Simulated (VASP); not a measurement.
Input:

```xyz
3
Lattice="0.0000 3.1487 3.1487 3.1487 0.0000 3.1487 3.1487 3.1487 0.0000" Properties=species:S:1:pos:R:3 pbc="T T T"
Ba     0.0000     0.0000     0.0000
F      1.5744     1.5744     1.5744
F      4.7231     4.7231     4.7231
```

Computed with PBEsol GGA, VASP's PBE PAW potentials (set 64) (plane waves; VASP 6.6.1). Numerical set-up: 520 eV cut-off, 6×6×6 Γ-centred mesh, Gaussian smearing of 0.050 eV, potentials Ba_sv F.

### Question
Give the stress tensor in GPa (positive for a compressed cell).

### Answer

```
-3.07   0.00   0.00
 0.00  -3.07   0.00
 0.00   0.00  -3.07
```
The pressure is its mean diagonal, -3.07 GPa.

The compound is BaF2 in the fluorite structure. This cell is one point of a volume scan, at 1.06 of the reference volume.
